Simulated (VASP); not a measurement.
Energy against volume of PtAl$_{2}$ (fluorite). Calculation: PBE GGA with D3 dispersion (Becke-Johnson damping), VASP's PBE PAW potentials (set 64) (plane waves; VASP 6.6.1). Settings: 520 eV cut-off, 9×9×9 Γ-centred mesh, first-order Methfessel-Paxton smearing of 0.10 eV, potentials Al Pt.

```
V (Å³/atom)  E (eV/atom)
-----------  -----------
15.936          -5.81795
16.445          -5.84120
16.954          -5.84854
17.462          -5.84232
```

Q: Fit these four points and predict the energy of the run at 17.971 Å³/atom.

A: A cubic in V^(−2/3), the third-order Birch-Murnaghan form, passes through the four points with V0 = 16.96 Å³/atom and B0 = 142 GPa, and gives -5.8245 eV/atom there. The run gave -5.8246 eV/atom, -0.1 meV/atom from the fit; all five points give B0 = 142 GPa.

The compound is PtAl2 in the fluorite structure. It was relaxed first.
